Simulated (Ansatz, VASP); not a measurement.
## Mo in two plane-wave programs

Wanted: the spread between two codes on one cell, functional and k mesh. The cell is taken from a series of runs on this material, whose earlier steps may have relaxed, scaled, displaced or heated it; both programs get it as it stands.

Program: Ansatz 0.2.0. Level of theory: plane waves, with VASP 6.6.1 beside it; single point at LDA. Results are calculated unless marked as measured.

**1. Starting point**

It takes space group Im-3m (No. 229, cubic). The conventional cell has a = 3.127 Å, b = 3.127 Å, c = 3.127 Å, α = 90.00°, β = 90.00°, γ = 90.00°. Nearest to Mo lie 8 Mo at 2.71 Å.

**2. Ansatz: single point, LDA, pair 1**

Ansatz runs on its PAW soft_1 files.

A single point gives forces, pressure and levels at one fixed geometry, so differences don't come from the geometry; what else differs is listed under the comparison.

input.yaml

```yaml
crystal:
  lattice:
    - [-1.5637411614, 1.5637411614, 1.5637411614]
    - [1.5637411614, -1.5637411614, 1.5637411614]
    - [1.5637411614, 1.5637411614, -1.5637411614]
  atoms:
    - { symbol: Mo, position: [0.0, 0.0, 0.0] }
kpoints:
  mp_grid: { grid: [20, 20, 20] }
hamiltonian:
  xc: lda
  pseudopotentials: { kind: paw, azcp: { folder: soft_1 }, xc_functional: pbe }
scf:
  occupations: { method: methfessel_paxton, width: 0.2 }
  lower_state_search: "off"
output:
  forces: true
  stress: true
  eigenvalues: true
```

Started as:

```
$ ansatz run input.yaml --threads 8 --pin off --max-ram 16384MiB --backend cpu --events-out ev --progress --plain --runs-dir out
```

Numbers of over 12 decimals in the logs are rounded to 6 here.

Log:

```text
Engine: ansatz 0.2.0, aarch64-unknown-linux-gnu
Pseudopotentials: kind: paw
Pseudopotential: Mo, paw, valence charge 14, recommended cutoff 420 eV (normal), soft_1/Mo.paw.azcp
Functional definition: SPW92
  exchange = slater_x
  correlation = pw_c
Crystal: 1 atoms, lattice volume = 15.295 Å³
Basis set: ecut = 420 eV, 321 PW (Γ)
Bands: 11, of which v1, the nominal top of the filled ones, is band 7 counted from 1 (6 counted from 0)
Symmetry: 48 space group operations
Space group: Im-3m (ITA 229), of the structure as read, at distance tolerance 2.5e-5 Å
k-points: 256 of 8000
Non-local potential: Mo, projectors of the file, l = 0: 3, l = 1: 2, l = 2: 2, l = 3: 1
PAW form: soft (Blöchl's): semilocal exchange-correlation on the pseudo side does not see the compensation charge
PAW frozen core: Mo, regenerated for the run's functional, and the local potential with it (the file was generated under x = pbe(κ = 0.804, μ = 0.219515), c = pbe(β = 0.066725))
PAW one-centre angular grid: Mo, 590 points (default); XC on 64 Gauss nodes
Initial density: superposition of atomic densities (chi_scale 0.1, normalization cell)
Initial wavefunctions: pseudopotential atomic-orbital guess
Functional: x = slater, c = lda
SCF iter   1: F=—  HF=-4843.596583 eV  |F-HF|=—  |Δ(HF+E_count)|=         —  Δρ=1.10e-1  dr2=1.79e0  ethr=3.10e-3  ⟨swp⟩=4.9  Hψ=15047  notcnv=0
preconditioner: auto → none  [metal: Δε(μ)=0.013 eV  Ē_g=8.839 eV  σ=0.200 eV  W_gap=0.06  n_scr=0 (ndim 8)  ℏωp=23.3 eV  f_vac=0.000  D(μ)=0.49/eV (n_scr^D=0)]
SCF iter   2: F=—  HF=-4842.903415 eV  |F-HF|=—  |Δ(HF+E_count)|=   6.93e-1  S|Δr|=    0.00e0  Δρ=3.31e-2  dr2=5.49e-2  ethr=3.10e-3  ⟨swp⟩=2.1  Hψ=7373  notcnv=0  defer=14
SCF iter   3: F=—  HF=-4842.888366 eV  |F-HF|=—  |Δ(HF+E_count)|=   1.50e-2  S|Δr|=    0.00e0  Δρ=1.33e-2  dr2=8.75e-3  ethr=3.92e-4  ⟨swp⟩=1.0  Hψ=2954  notcnv=0  defer=14
SCF iter   4: F=—  HF=-4842.885839 eV  |F-HF|=—  |Δ(HF+E_count)|=   2.53e-3  S|Δr|=    0.00e0  Δρ=3.85e-4  dr2=6.40e-6  ethr=6.25e-5  ⟨swp⟩=1.5  Hψ=3400  notcnv=0  defer=14
SCF iter   5: F=—  HF=-4842.885857 eV  |F-HF|=—  |Δ(HF+E_count)|=   1.75e-5  S|Δr|=    0.00e0  Δρ=4.58e-5  dr2=5.53e-8  ethr=7.14e-10  ⟨swp⟩=7.1  Hψ=15923  notcnv=0
SCF iter   6: F=-4842.885857 eV  HF=-4842.885857 eV  |F-HF|=2.38e-9  |Δ(HF+E_count)|=   1.13e-8  S|Δr|=    0.00e0  Δρ=6.34e-6  dr2=3.44e-9  ethr=3.95e-10  ⟨swp⟩=2.1  Hψ=10194  notcnv=0
SCF 1 converged in 6 iterations: F = -4842.885857 eV  dr2 = 3.44e-9
  greatest PAW one-centre occupation: 0.998 electrons in one spin orbital (limit 2), on the Mo atom at site 0 (counted from 0), in its partial waves of l = 0
SCF converged after 6 iterations
Stability not checked: this state was not tested for a lower state beside it, because cold or Methfessel-Paxton smearing, or corrected tetrahedra, fill the levels in a way that the test cannot read (fill_not_monotonic; see scf.lower_state_search)
Free energy (F): -4842.885857 eV
Harris-Foulkes:  -4842.885857 eV  (|F-HF|=2.38e-9)
Internal energy: -4842.885817 eV  (E = F + TS)
E sigma→0 (E₀):  -4842.885847 eV
Entropy (-TS):   -0.000040 eV (-0.040 meV/atom)
Fermi energy:    21.352384 eV
--- Per-component energies (eV) ---
  E_band       = -51.324952
  E_kinetic    = 423.555495
  E_local      = -760.006244  (includes V_loc(G=0)·N_el)
  E_nonlocal   = 153.117671
  E_hartree    = 257.621535
  E_xc         = -175.695404
  E_vxc        = -219.982470  (∫ρ·V_xc dr)
  E_paw        = -3099.876967  (= ΣΔE_a)
  E_vpaw       = -163.250863  (= ΣTr[D̂ρ^β])
  E_aug_tail   = 0.000048  (compensation charges beyond the density's cutoff)
  E_ewald      = -1642.074767
  E_core_change = 0.472816  (= ΣΔE_core)
  E_smearing   = -0.000040  (= −TS)
  E_closure    = -0.000000  (closes the sum)
  Σ components = -4842.885857   (vs F -4842.885857, Δ=0.00e0)
--- Forces (eV/Å), atoms counted from 1 ---
  atom   1  Mo    -0.00000000    -0.00000000    -0.00000000
  max |Σ_I F_I| component: 4.52e-32 eV/Å
--- Stress (GPa, compression-positive) ---
       -4.225256       0.000000      -0.000000
        0.000000      -4.225256      -0.000000
        0.000000       0.000000      -4.225256
  P = ⅓ Tr σ = -4.2253 GPa (-42.253 kbar)
--- Band table (eV; the first three rows and the last of 256) ---
  k-point 0: bands = [... 3 lower, -13.0774, 14.0130, 19.9131, 19.9131, 19.9131, 22.9923, 22.9923, 36.0824]
  k-point 1: bands = [... 3 lower, -13.0777, 14.1274, 19.8480, 19.9034, 20.0207, 22.8935, 22.9938, 36.1698]
  k-point 2: bands = [... 3 lower, -13.0786, 14.4567, 19.6648, 19.8619, 20.3400, 22.6628, 23.0020, 36.3928]
  k-point 255: bands = [... 3 lower, -14.1152, 15.7069, 15.7069, 25.4563, 25.4563, 25.4563, 30.5342, 30.5342]
```

The run ends at a pressure of -4.23 GPa.

**3. VASP: single point, LDA, pair 1**

The same cell, functional (in two slightly different forms), mesh and smearing now go to VASP, with its own data sets.

Lines of VASP's logs that name or quote its potential files are left out, and so is its time.

INCAR

```
SYSTEM = Mo
PREC = Accurate
ENCUT = 500
EDIFF = 1E-06
NELM = 120
ISMEAR = 1
SIGMA = 0.2
LREAL = .FALSE.
ALGO = Normal
GGA = PW92
NBANDS = 13
LASPH = .TRUE.
LORBIT = 11
LWAVE = .FALSE.
LCHARG = .FALSE.
ISIF = 2
GGA_COMPAT = .FALSE.
```

POSCAR

```
Mo
1.0
   -1.5637411614      1.5637411614      1.5637411614
    1.5637411614     -1.5637411614      1.5637411614
    1.5637411614      1.5637411614     -1.5637411614
Mo
1
Direct
    0.0000000000      0.0000000000      0.0000000000
```

KPOINTS

```
Automatic mesh
0
Gamma
20 20 20
0 0 0
```

PAW data sets: Mo_sv (LDA family, release 64).

Started as:

```
$ mpirun -np 1 vasp_std
```

Log:

```text
[banner, memory and clock lines left out]
running    1 mpi-ranks, on    1 nodes
 distrk:  each k-point on    1 cores,    1 groups
 distr:  one band on    1 cores,    1 groups

 POSCAR found type information on POSCAR Mo
 POSCAR found :  1 types and       1 ions
|                                                                             |
|               ----> ADVICE to this user running VASP <----                  |
|                                                                             |
|     You enforced a specific xc type in the INCAR file but a different       |
|     [... a line on the potential file left out ...]
|     I HOPE YOU KNOW WHAT YOU ARE DOING!                                     |
|                                                                             |

 LDA part: xc-table for (Slater(with rela. corr.)+PW92), standard interpolation
 POSCAR, INCAR and KPOINTS ok, starting setup
 FFT: planning ... GRIDC
 FFT: planning ... GRID_SOFT
 FFT: planning ... GRID
 WAVECAR not read
 entering main loop
       N       E                     dE             d eps       ncg     rms          rms(c)
DAV:   1     0.930463523593E+02    0.93046E+02   -0.77711E+03  6704   0.108E+03
DAV:   2    -0.116520393934E+02   -0.10470E+03   -0.10069E+03  7436   0.315E+02
DAV:   3    -0.128435933183E+02   -0.11916E+01   -0.11888E+01  7456   0.345E+01
DAV:   4    -0.128465231163E+02   -0.29298E-02   -0.29298E-02  7396   0.201E+00
DAV:   5    -0.128465424442E+02   -0.19328E-04   -0.19328E-04  7561   0.149E-01    0.163E+01
DAV:   6    -0.122212278921E+02    0.62531E+00   -0.73101E-01  6851   0.109E+01    0.415E+00
DAV:   7    -0.121294537908E+02    0.91774E-01   -0.13283E-01  7351   0.429E+00    0.949E-01
DAV:   8    -0.121226276273E+02    0.68262E-02   -0.47682E-03  6831   0.873E-01    0.213E-01
DAV:   9    -0.121225908230E+02    0.36804E-04   -0.14263E-04  7869   0.145E-01    0.720E-02
DAV:  10    -0.121226017933E+02   -0.10970E-04   -0.77976E-06  6926   0.322E-02    0.242E-03
DAV:  11    -0.121226018323E+02   -0.38945E-07   -0.46910E-08  3678   0.245E-03
   1 F= -.12122602E+02 E0= -.12122580E+02  d E =-.646317E-04
```

Parts of OUTCAR (step 3):

```text
ion  position               nearest neighbor table
   1  0.000  0.000  0.000-

  LATTYP: Found a body centered cubic cell.
 ALAT       =     3.1274823228

 Subroutine GETGRP returns: Found 48 space group operations
 (whereof 48 operations were pure point group operations)

The static configuration has the point symmetry O_h .

 Found    256 irreducible k-points:

   k-points           NKPTS =    256   k-points in BZ     NKDIM =    256   number of bands    NBANDS=     13

   dimension x,y,z NGX =    20 NGY =   20 NGZ =   20
   dimension x,y,z NGXF=    40 NGYF=   40 NGZF=   40

   ENCUT  =  500.0 eV  36.75 Ry    6.06 a.u.   4.94  4.94  4.94*2*pi/ulx,y,z

   NELECT =      14.0000    total number of electrons

 k-points in reciprocal lattice and weights: Automatic mesh
   0.00000000  0.00000000  0.00000000       0.000
   0.05000000  0.00000000  0.00000000       0.002
   0.10000000  0.00000000  0.00000000       0.002
   0.15000000  0.00000000  0.00000000       0.002
   0.20000000  0.00000000  0.00000000       0.002
   0.25000000  0.00000000  0.00000000       0.002
   0.30000000  0.00000000  0.00000000       0.002
   0.35000000  0.00000000  0.00000000       0.002
   0.40000000  0.00000000  0.00000000       0.002
[...]
0.50000000  0.50000000  0.45000000       0.002
   0.50000000  0.50000000  0.50000000       0.000

 average (electrostatic) potential at core
       1 -68.9228

 E-fermi :  12.8418

 k-point     1 :       0.0000    0.0000    0.0000
  band No.  band energies     occupation
    ...
      4     -21.5161      2.00000
      5       5.5274      2.00000
      6      11.3983      2.00000
      7      11.3983      2.00000
      8      11.3983      2.00000
      9      14.4807     -0.00000
     10      14.4807     -0.00000
     11      27.6817      0.00000
     12      27.6817      0.00000
     13      27.6817      0.00000

 k-point     2 :       0.0500    0.0000    0.0000
  band No.  band energies     occupation
    ...
      4     -21.5164      2.00000
      5       5.6420      2.00000
      6      11.3330      2.00000
      7      11.3885      2.00000
      8      11.5059      2.00000
      9      14.3814     -0.00000
     10      14.4820     -0.00000
     11      27.7705      0.00000
     12      27.8744      0.00000
     13      27.9186      0.00000

 k-point     3 :       0.1000    0.0000    0.0000
  band No.  band energies     occupation
    ...
      4     -21.5174      2.00000
      5       5.9717      2.00000
      6      11.1490      2.00000
      7      11.3466      2.00000
      8      11.8252      2.00000
      9      14.1496     -0.00000
     10      14.4898     -0.00000
     11      27.9963      0.00000
     12      28.4389      0.00000
     13      28.5347      0.00000

  Total       -0.3229184     -0.3229184     -0.3229184      0.0000000      0.0000000     -0.0000000
  in kB      -33.8258560    -33.8258560    -33.8258560      0.0000000      0.0000000     -0.0000000
  external PRESSURE =     -33.8258560 kB  Pullay stress =       0.0000000 kB

  energy-cutoff  :      500.00
  volume of cell :       15.30
      direct lattice vectors                 reciprocal lattice vectors
    -1.563741161  1.563741161  1.563741161     0.000000000  0.319746012  0.319746012
     1.563741161 -1.563741161  1.563741161     0.319746012  0.000000000  0.319746012
     1.563741161  1.563741161 -1.563741161     0.319746012  0.319746012  0.000000000

 POSITION                                       TOTAL-FORCE (eV/Angst)
 -----------------------------------------------------------------------------------
      0.00000      0.00000      0.00000        -0.000000     -0.000000     -0.000000
 -----------------------------------------------------------------------------------
    total drift:                                0.000000     -0.000000      0.000000

  FREE ENERGIE OF THE ION-ELECTRON SYSTEM (eV)
  ---------------------------------------------------
  free  energy   TOTEN  =       -12.1226018323 eV

  energy  without entropy=      -12.1225372005  energy(sigma->0) =      -12.12258029

 total charge
# of ion       s       p       d       tot
------------------------------------------
    1        2.394   6.214   3.964  12.571

[... 3 further parts left out ...]
```

The run ends at a pressure of -3.38 GPa.

**4. Differences**

Known differences besides the potentials themselves: the cutoff is 420 eV in Ansatz and 500 eV in VASP; VASP's log shows a relativistic correction to its local exchange, Ansatz's none. Total energies have different zeros and are not compared.

The two programs side by side:

```tsv
quantity	Ansatz	VASP	difference
pressure (GPa)	-4.23	-3.38	-0.84
```

**5. VASP: single point, LDA, pair 2**

With cell and atoms fixed, the geometry can't cause a difference; cores, projectors, grids and the points listed under the comparison can. The cell compared in this pair holds 14.62 Å³, against 15.30 Å³ for the pair before.

INCAR is that of step 3.

POSCAR

```
Mo
1.0
   -1.5402814980      1.5402814980      1.5402814980
    1.5402814980     -1.5402814980      1.5402814980
    1.5402814980      1.5402814980     -1.5402814980
Mo
1
Direct
    0.0000000000      0.0000000000      0.0000000000
```

KPOINTS is that of step 3.

Started as:

```
$ mpirun -np 1 vasp_std
```

Log:

```text
[banner, memory and clock lines left out]
running    1 mpi-ranks, on    1 nodes
[...]
[... a notice as in an earlier step ...]

 LDA part: xc-table for (Slater(with rela. corr.)+PW92), standard interpolation
 POSCAR, INCAR and KPOINTS ok, starting setup
[...]
entering main loop
       N       E                     dE             d eps       ncg     rms          rms(c)
DAV:   1     0.956102579806E+02    0.95610E+02   -0.77721E+03  6685   0.109E+03
DAV:   2    -0.115782962630E+02   -0.10719E+03   -0.10326E+03  7416   0.319E+02
DAV:   3    -0.127863394782E+02   -0.12080E+01   -0.12050E+01  7476   0.349E+01
DAV:   4    -0.127892052787E+02   -0.28658E-02   -0.28658E-02  7421   0.201E+00
[...]
DAV:   9    -0.121083545453E+02    0.49307E-04   -0.13432E-04  7861   0.142E-01    0.695E-02
DAV:  10    -0.121083651688E+02   -0.10623E-04   -0.80706E-06  6991   0.334E-02    0.153E-03
DAV:  11    -0.121083652047E+02   -0.35912E-07   -0.49882E-08  3673   0.249E-03
   1 F= -.12108365E+02 E0= -.12108255E+02  d E =-.331474E-03
```

OUTCAR, selected parts (step 5):

```text
  Total        0.9519873      0.9519873      0.9519873      0.0000000      0.0000000      0.0000000
  in kB      104.3473601    104.3473601    104.3473601      0.0000000      0.0000000      0.0000000
  external PRESSURE =     104.3473601 kB  Pullay stress =       0.0000000 kB

 POSITION                                       TOTAL-FORCE (eV/Angst)
 -----------------------------------------------------------------------------------
      0.00000      0.00000      0.00000         0.000000     -0.000000      0.000000
 -----------------------------------------------------------------------------------
    total drift:                                0.000000     -0.000000     -0.000000

  FREE ENERGIE OF THE ION-ELECTRON SYSTEM (eV)
  ---------------------------------------------------
  free  energy   TOTEN  =       -12.1083652047 eV

  energy  without entropy=      -12.1080337302  energy(sigma->0) =      -12.10825471

[... 1 part as in an earlier step ...]

[... 2 further parts left out ...]
[key lines of the parts left out:]
E-fermi :  13.6162
```

The run ends at a pressure of 10.43 GPa.

(Continued in part 2 of 2.)

[Lines on the potential files, build, host, timing and source positions are cut from VASP's logs without a mark.]

[Logs are printed without paths, hosts, clocks, repeated set-up lines and the standing remarks that a program may print on its own settings, such as how far it seeks lower states.]

[Hosts, paths, dates, database ids (printed as entryN), source tags and the programs' standing remarks are cut or masked in the printed files.]
